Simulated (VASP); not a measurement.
```xyz
2
Lattice="0.0000 2.9515 2.9515 2.9515 0.0000 2.9515 2.9515 2.9515 0.0000" Properties=species:S:1:pos:R:3 pbc="T T T"
In     0.0000     0.0000     0.0000
P      1.4757     1.4757     1.4757
```

The numbers are results of MS2 meta-GGA, VASP's PBE PAW potentials (set 64) (plane waves; VASP 6.6.1), not measurements. Run with 520 eV cut-off, 9×9×9 Γ-centred mesh, tetrahedra with Blöchl corrections, potentials In_d P.

Unless said otherwise, spin-orbit coupling is left out, though it shifts the bands of the heavy elements here.

Question: Tabulate the total density of states (states/eV per cell) against energy (eV; zero at the valence-band maximum or, without a gap, the Fermi level).

Answer: 
(E (eV), DOS (states/eV)): (-9.96, 1.57); (-9.36, 0.03); (-8.76, 0.00); (-8.16, 0.00); (-7.56, 0.00); (-6.96, 0.00); (-6.36, 0.00); (-5.76, 0.00); (-5.16, 1.46); (-4.56, 0.54); (-3.96, 0.32); (-3.36, 0.18); (-2.76, 1.29); (-2.16, 1.89); (-1.56, 1.76); (-0.96, 1.42); (-0.36, 0.37); (0.24, 0.00); (0.84, 0.00); (1.44, 0.01); (2.04, 0.16); (2.64, 1.14); (3.24, 1.91); (3.84, 0.80); (4.44, 1.38)
Within 2 eV below the valence-band maximum the largest weight inside VASP's projection spheres is P p, then In p.

The compound is InP in the zinc blende structure. It was relaxed first.
